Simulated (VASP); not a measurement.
Input:

```
IrO2
1.0
    6.16993     0.00000     0.00000
   -3.08497     5.34332     0.00000
    0.00000     0.00000     9.92297
Ir O
4 8
Direct
  0.33333   0.66667   0.05977
  0.66667   0.33333   0.55977
  0.66667   0.33333   0.94023
  0.33333   0.66667   0.44023
  0.33333   0.66667   0.25000
  0.66667   0.33333   0.75000
  0.50000   0.00000   0.00000
  0.50000   0.50000   0.50000
  0.00000   0.50000   0.00000
  0.50000   0.00000   0.50000
  0.50000   0.50000   0.00000
  0.00000   0.50000   0.50000
```

Method: PBEsol GGA, VASP's PBE PAW potentials (set 64) (plane waves; VASP 6.6.1). Run with 520 eV cut-off, Gaussian smearing of 0.050 eV, potentials Ir O.

Unless said otherwise, spin-orbit coupling is left out, though it shifts the bands of the heavy elements here.

Problem. Estimate the band gap (along the path) with the smallest direct gap where there is one.

Solution. 
```
Item                                                          Value
-------------------------  ----------------------------------------
band gap (along the path)  none (metal, semimetal or under 0.01 eV)
```

The structure was generated: IrO2 was put into the beta-tridymite type (P6_3/mmc), which need not be its known phase. It was relaxed first, which changed the volume by +11 %.
